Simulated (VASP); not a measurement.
An input for Ansatz (written as the equivalent of a VASP run, and not itself run):

Ansatz 0.2 input:
```yaml
crystal:
  lattice:
    - [0.0000000, 2.2392881, 2.2392881]
    - [2.2392881, 0.0000000, 2.2392881]
    - [2.2392881, 2.2392881, 0.0000000]
  atoms:
    - { symbol: Ta, position: [0.0000000, 0.0000000, 0.0000000] }
    - { symbol: C, position: [0.5000000, 0.5000000, 0.5000000] }
kpoints:
  mp_grid: { grid: [14, 14, 14] }
hamiltonian:
  xc: pbe
  pseudopotentials: { kind: paw }
scf:
  occupations: { method: methfessel_paxton, width: 0.1 }
  max_iter: 100
relax:
  max_steps: 40
  f_tol: 0.02
  cell: {}
output: { forces: true, stress: true, eigenvalues: true }
```

Task: Translate this input to VASP (INCAR, KPOINTS, POSCAR, choice of POTCAR).

Result: This is not unique; one that fits is 
### INCAR
```
! general
SYSTEM   =  TaC
PREC     =  Accurate
ENCUT    =  620
LREAL    =  .FALSE.   ! projection in real space or not
LASPH    =  .TRUE.

! electronic loop
EDIFF    =  1E-6   ! SCF stop (eV)
NELM     =  100
ALGO     =  Normal   ! blocked Davidson
LMAXMIX  =  6

! smearing
ISMEAR   =  1
SIGMA    =  0.1

! functional
GGA      =  PE   ! PBE

! ions
IBRION   =  2   ! conjugate gradients
NSW      =  40
ISIF     =  3
EDIFFG   =  -0.02

! output
LWAVE    =  .FALSE.
LCHARG   =  .FALSE.
```

### POSCAR
```
TaC
1
    0.0000000000     2.2392880878     2.2392880878
    2.2392880878     0.0000000000     2.2392880878
    2.2392880878     2.2392880878     0.0000000000
Ta C
1 1
Direct
  0.0000000000   0.0000000000   0.0000000000
  0.5000000000   0.5000000000   0.5000000000
```

File KPOINTS:
```
Automatic mesh
0
Gamma
14 14 14
0 0 0
```

POTCAR, in this order: Ta_pv C (PBE.64 set). Program: vasp_std.

The two are equivalent in intent, not identical: each code has its own PAW files, so the cut-off isn't converted (ENCUT is set for VASP's; basis.ecutwfc is left out, and Ansatz then takes the one that its files recommend); Ansatz stops its SCF on the density residual and VASP on the energy change (EDIFF).

The compound is TaC in the rock salt structure. It was relaxed first.
